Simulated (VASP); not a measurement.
Consider the following.

```
BaTiO3
1.0
    3.99000     0.00000     0.00000
    0.00000     3.99000     0.00000
    0.00000     0.00000     4.04000
Ba Ti O
1 1 3
Direct
  0.00000   0.00000   0.00000
  0.50000   0.50000   0.51300
  0.50000   0.50000   0.97700
  0.00000   0.50000   0.48700
  0.50000   0.00000   0.48700
```

Calculation: PBE GGA, VASP's PBE PAW potentials (set 64) (plane waves; VASP). Settings: 400 eV cut-off, 7×7×7 Γ-centred mesh, Fermi-Dirac smearing of 0.050 eV, potentials Ba_sv Ti_sv O.

Unless said otherwise, spin-orbit coupling is left out, though it shifts the bands of the heavy elements here.

**Question.** Give the energies of bands 12 to 23 at the high-symmetry points, in eV from the valence-band maximum.

**Answer.** 
| band | Γ | X | M | Z | R | A |
|---|---|---|---|---|---|---|
| 12 | -2.38 | -4.03 | -4.34 | -4.04 | -4.31 | -4.48 |
| 13 | -2.35 | -2.84 | -4.10 | -2.81 | -4.12 | -3.85 |
| 14 | -2.35 | -2.83 | -3.87 | -2.81 | -3.86 | -3.85 |
| 15 | -1.30 | -2.28 | -2.79 | -1.99 | -2.84 | -2.49 |
| 16 | -1.30 | -1.96 | -2.79 | -1.97 | -2.70 | -2.48 |
| 17 | -1.17 | -1.88 | -1.82 | -1.97 | -1.75 | -2.48 |
| 18 | -0.38 | -1.73 | -0.99 | -1.97 | -0.95 | -0.14 |
| 19 | -0.34 | -1.03 | -0.99 | -0.73 | -0.93 | -0.14 |
| 20 | -0.34 | -0.92 | -0.09 | -0.73 | -0.23 | 0.00 |
| 21 | 1.78 | 2.15 | 3.57 | 1.93 | 3.53 | 4.16 |
| 22 | 2.02 | 3.51 | 3.57 | 3.52 | 3.53 | 4.16 |
| 23 | 2.02 | 3.55 | 3.95 | 3.52 | 3.91 | 4.18 |

The gap is indirect, 1.78 eV, from the valence maximum at A to the conduction minimum at Γ.

The structure is a typed BaTiO3 crystal. The cell was not relaxed at this level.
